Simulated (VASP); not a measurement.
Write the native input for VASP 6.6.1 that does the following.

```
Task                   : relaxation of the atoms
Functional             : r2SCAN
Potentials or basis    : VASP PAW PBE potentials, release 64 (Mg, Be)
Cutoff                 : 520 eV
k mesh                 : 9 × 9 × 9
Occupations            : methfessel-paxton, width 0.1 eV
Spin                   : no spin polarisation
Further INCAR settings : ALGO = Normal; EDIFF = 1e-06; IBRION = 2; EDIFFG = -0.005; NSW = 60
```

The structure of MgBe lies in POSCAR:

```
MgBe
1.0
    2.9023522700      0.0000000000      0.0000000000
    0.0000000000      2.9023522700      0.0000000000
    0.0000000000      0.0000000000      2.9023522700
Mg Be
1 1
Direct
    0.5071160000      0.5068110000      0.5003820000
    0.0003120000      0.0000480000      0.0001020000
```

The cell was built by a generator and needn't be a form met in nature.

The cell isn't the ideal one: atoms moved at random, drawn with an rms of 0.02 Å.

The input as run:

INCAR

```
PREC     = Accurate       # precision mode
ENCUT    = 520            # plane-wave cutoff, eV
EDIFF    = 1E-6           # SCF threshold, eV
ISMEAR   = 1              # smearing method
SIGMA    = 0.1            # smearing width, eV
LREAL    = False          # projectors in reciprocal space
LASPH    = True           # aspherical terms in the spheres
NELM     = 100            # most SCF steps
ALGO     = Normal         # electronic algorithm
ISIF     = 2              # what is computed and relaxed
LWAVE    = False          # write WAVECAR
LCHARG   = False          # write CHGCAR
METAGGA  = R2SCAN         # meta-GGA
LMIXTAU  = True         
IBRION   = 2              # ionic algorithm
NSW      = 60             # ionic steps
EDIFFG   = -0.005         # ionic threshold
```

KPOINTS

```
Automatic mesh
0
Gamma
  9 9 9
```

Potentials or basis: VASP PAW PBE potentials, release 64 (Mg, Be).

Run with:

```bash
$ cat potpaw_PBE.64/Mg/POTCAR potpaw_PBE.64/Be/POTCAR > POTCAR
$ mpirun -np 1 vasp_std > vasp.out
```

It gave:

The energy gained by relaxing is 1.3 meV/atom and the ionic steps are 3. The pressure after relaxing is 15.2 GPa and the band gap on the k mesh is none (metal or under the smearing width).

Caveat: the PAW data sets were made with another functional, which shifts forces and pressure a little.

Run time: 100 s on 1 thread of Intel(R) Xeon(R) 6975P-C (Granite Rapids), with other jobs on the host, peak memory 0.2 GiB.
